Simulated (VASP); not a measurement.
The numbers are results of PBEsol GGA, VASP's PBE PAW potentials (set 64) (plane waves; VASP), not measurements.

The input files of a VASP run:

POSCAR:
```
Cd(001) slab
1
    2.9672193587     0.0000000000     0.0000000000
   -1.4836096793     2.5696876387     0.0000000000
    0.0000000000     0.0000000000    25.6947775943
Cd
4
Direct
  0.6666670000   0.3333330000   0.4476968244
  0.3333330000   0.6666670000   0.3385000389
  0.6666670000   0.3333330000   0.6614999611
  0.3333330000   0.6666670000   0.5523031756
```

### KPOINTS
```
Automatic mesh
0
G
 11 11 1
0 0 0
```

INCAR:
```
! general
SYSTEM  = Cd(001) slab
PREC    = Normal
ENCUT   = 400
LREAL   = F   ! projection in real space or not
LASPH   = T   ! aspherical one-centre terms

! electronic loop
EDIFF   = 1E-6
NELM    = 100
NELMIN  = 4
ALGO    = Normal   ! blocked Davidson
LMAXMIX = 4

! smearing
ISMEAR  = 1
SIGMA   = 0.1   ! width (eV)

! functional
GGA     = PS   ! PBEsol

! output
LWAVE   = F
LCHARG  = F
LORBIT  = 11   ! lm-projected
LVHAR   = T

! other
LDIPOL  = T
IDIPOL  = 3
DIPOL   = 0.5 0.5 0.5
```

POTCAR, in this order: Cd (PBE.64 set). Program: vasp_std. Read from the step before: WAVECAR.

The resulting files:

**OUTCAR**
```
 ion  position               nearest neighbor table
   1  0.667  0.333  0.448-   4 3.19   4 3.19   4 3.19   2 3.29   2 3.29   2 3.29
   2  0.333  0.667  0.339-   1 3.29   1 3.29   1 3.29
   3  0.667  0.333  0.661-   4 3.29   4 3.29   4 3.29
   4  0.333  0.667  0.552-   1 3.19   1 3.19   1 3.19   3 3.29   3 3.29   3 3.29
  LATTYP: Found a hexagonal cell.
 ALAT       =     2.9672193587
 C/A-ratio  =     8.6595477072
 Subroutine PRICEL returns:
 Original cell was already a primitive cell.
 Subroutine GETGRP returns: Found 12 space group operations
The static configuration has the point symmetry D_3d.
The dynamic configuration has the point symmetry D_3d.
 Subroutine INISYM returns: Found 12 space group operations
 Subroutine IBZKPT returns following result:
 Found     16 irreducible k-points:

 Following reciprocal coordinates:
            Coordinates               Weight
  0.000000  0.000000  0.000000      1.000000
  0.090909 -0.000000  0.000000      6.000000
  0.181818 -0.000000  0.000000      6.000000
  0.272727  0.000000  0.000000      6.000000
  0.363636 -0.000000  0.000000      6.000000
  0.454545 -0.000000  0.000000      6.000000
  0.090909  0.090909  0.000000      6.000000
  0.181818  0.090909  0.000000     12.000000
  0.272727  0.090909  0.000000     12.000000
  0.363636  0.090909  0.000000     12.000000
  0.454545  0.090909  0.000000      6.000000
  0.181818  0.181818  0.000000      6.000000
  0.272727  0.181818  0.000000     12.000000
  0.363636  0.181818  0.000000     12.000000
  0.272727  0.272727  0.000000      6.000000
  0.363636  0.272727  0.000000      6.000000
   k-points           NKPTS =     16   k-points in BZ     NKDIM =     16   number of bands    NBANDS=     28
   number of dos      NEDOS =    301   number of ions     NIONS =      4
   total plane-waves  NPLWV =  32256
   dimension x,y,z NGX =    16 NGY =   16 NGZ =  126
   dimension x,y,z NGXF=    32 NGYF=   32 NGZF=  252
   ions per type =               4
   PREC   = normal    normal or accurate (medium, high low for compatibility)
   ISTART =      1    job   : 0-new  1-cont  2-samecut
   ICHARG =      0    charge: 1-file 2-atom 10-const
   ISPIN  =      1    spin polarized calculation?
   LNONCOLLINEAR =      F non collinear calculations
   LSORBIT =      F    spin-orbit coupling
   INIWAV =      1    electr: 0-lowe 1-rand  2-diag
   ENCUT  =  400.0 eV  29.40 Ry    5.42 a.u.   4.84  4.84 41.90*2*pi/ulx,y,z
   NELM   =    100;   NELMIN=  4; NELMDL=  0     # of ELM steps
   EDIFF  = 0.1E-05   stopping-criterion for ELM
   LREAL  =      F    real-space projection
   NLSPLINE    = F    spline interpolate recip. space projectors
   LMAXMIX     =    4 max onsite mixed and CHGCAR
   VOSKOWN=      0    Vosko Wilk Nusair interpolation
   EDIFFG = 0.1E-04   stopping-criterion for IOM
   NSW    =      0    number of steps for IOM
   NBLOCK =      1;   KBLOCK =      1    inner block; outer block
   IBRION =     -1    ionic relax: 0-MD 1-quasi-New 2-CG
   NFREE  =      0    steps in history (QN), initial steepest desc. (CG)
   ISIF   =      2    stress and relaxation
   ISYM   =      2    0-nonsym 1-usesym 2-fastsym
   TEIN   =    0.0    initial temperature
   TEBEG  =    0.0;   TEEND  =   0.0 temperature during run
   SMASS  =  -3.00    Nose mass-parameter (am)
   PSTRESS=    0.0 pullay stress
   NELECT =      48.0000    total number of electrons
   EFERMI =   0.00;   METHOD = LEGACY
   ISMEAR =     1;   SIGMA  =   0.10  broadening in eV -4-tet -1-fermi 0-gaus
   IALGO  =     38    algorithm
   LDIAG  =      T    sub-space diagonalisation (order eigenvalues)
   IMIX   =      4    mixing-type and parameters
     AMIX     =   0.40;   BMIX     =  1.00
     AMIX_MAG =   1.60;   BMIX_MAG =  1.00
     AMIN     =   0.10
...
```

**OSZICAR**
```
       N       E                     dE             d eps       ncg     rms          rms(c)
DAV:   1    -0.447938280892E+01   -0.44794E+01   -0.62508E-06   920   0.153E-02    0.283E-03
DAV:   2    -0.447938246738E+01    0.34153E-06   -0.78518E-07   588   0.102E-02    0.135E-03
DAV:   3    -0.447938243417E+01    0.33216E-07   -0.28584E-07   500   0.387E-03    0.675E-04
DAV:   4    -0.447938243436E+01   -0.19008E-09   -0.31649E-08   500   0.151E-03
   1 F= -.44793824E+01 E0= -.44797474E+01  d E =0.109491E-02
```

File OUTCAR:
```
------------------------ aborting loop because EDIFF is reached ----------------------------------------
  FORCE on cell =-STRESS in cart. coord.  units (eV):
  Direction    XX          YY          ZZ          XY          YZ          ZX
  --------------------------------------------------------------------------------------
  Total       -1.7186039     -1.7186043     -0.2222835     -0.0000000      0.0000000     -0.0000000
  in kB      -14.0543744    -14.0543776     -1.8177870     -0.0000000      0.0000000     -0.0000000
  external PRESSURE =      -9.9755130 kB  Pullay stress =       0.0000000 kB
  volume of cell :      195.92
      direct lattice vectors                 reciprocal lattice vectors
     2.967219359  0.000000000  0.000000000     0.337015865  0.194576178  0.000000000
    -1.483609679  2.569687639  0.000000000     0.000000000  0.389152356  0.000000000
     0.000000000  0.000000000 25.694777594     0.000000000  0.000000000  0.038918414
 POSITION                                       TOTAL-FORCE (eV/Angst)
 -----------------------------------------------------------------------------------
      1.48361      0.85656     11.50347         0.000000     -0.000000     -0.021567
     -0.00000      1.71313      8.69768         0.000000      0.000000     -0.023964
      1.48361      0.85656     16.99709        -0.000000     -0.000000      0.023964
     -0.00000      1.71313     14.19131        -0.000000      0.000000      0.021567
 -----------------------------------------------------------------------------------
    total drift:                                0.000000      0.000000      0.000000
  FREE ENERGIE OF THE ION-ELECTRON SYSTEM (eV)
  ---------------------------------------------------
  free  energy   TOTEN  =        -4.4793824344 eV

  energy  without entropy=       -4.4804773464  energy(sigma->0) =       -4.47974741

 total charge

# of ion       s       p       d       tot
------------------------------------------
    1        0.527   0.327   9.473  10.327
    2        0.537   0.289   9.476  10.302
    3        0.537   0.289   9.476  10.302
    4        0.527   0.327   9.473  10.327
--------------------------------------------------
tot          2.127   1.233  37.898  41.258
```
(Selected blocks of OUTCAR.)

OUTCAR:
```
 val. band max:       -1.2449580072   @ k =   0.1818   0.0909   0.0000

 cond. band min:      -1.0318325699   @ k =   0.3636   0.1818   0.0000


 Fermi energy:        -1.1816075359

 k-point     1 :       0.0000    0.0000    0.0000
  band No.  band energies     occupation
      1     -10.8921      2.00000
      2     -10.7297      2.00000
      3     -10.5882      2.00000
      4     -10.5673      2.00000
      5     -10.2529      2.00000
      6     -10.2529      2.00000
      7     -10.2204      2.00000
      8     -10.2204      2.00000
      9     -10.0440      2.00000
     10     -10.0440      2.00000
     11     -10.0435      2.00000
     12     -10.0435      2.00000
     13      -9.7739      2.00000
     14      -9.6662      2.00000
     15      -9.6662      2.00000
     16      -9.5092      2.00000
     17      -9.5092      2.00000
     18      -9.3787      2.00000
     19      -9.3787      2.00000
     20      -9.3654      2.00000
     21      -9.3654      2.00000
     22      -8.7027      2.00000
     23      -7.3384      2.00000
     24      -5.2740      2.00000
     25      -3.0851      2.00000
     26      -0.3809     -0.00000
     27       1.8512      0.00000
     28       2.8957      0.00000

 k-point     2 :       0.0909   -0.0000    0.0000
  band No.  band energies     occupation
      1     -10.8059      2.00000
      2     -10.6406      2.00000
      3     -10.5005      2.00000
      4     -10.4825      2.00000
      5     -10.2836      2.00000
      6     -10.2512      2.00000
      7     -10.1759      2.00000
      8     -10.1457      2.00000
      9     -10.0789      2.00000
     10     -10.0728      2.00000
     11      -9.9692      2.00000
     12      -9.9676      2.00000
     13      -9.7582      2.00000
     14      -9.7324      2.00000
     15      -9.6883      2.00000
     16      -9.5452      2.00000
     17      -9.5200      2.00000
     18      -9.4819      2.00000
     19      -9.3920      2.00000
     20      -9.3884      2.00000
...
```

The cell is a thin slab with vacuum, built from Cd (hcp): (001) face.
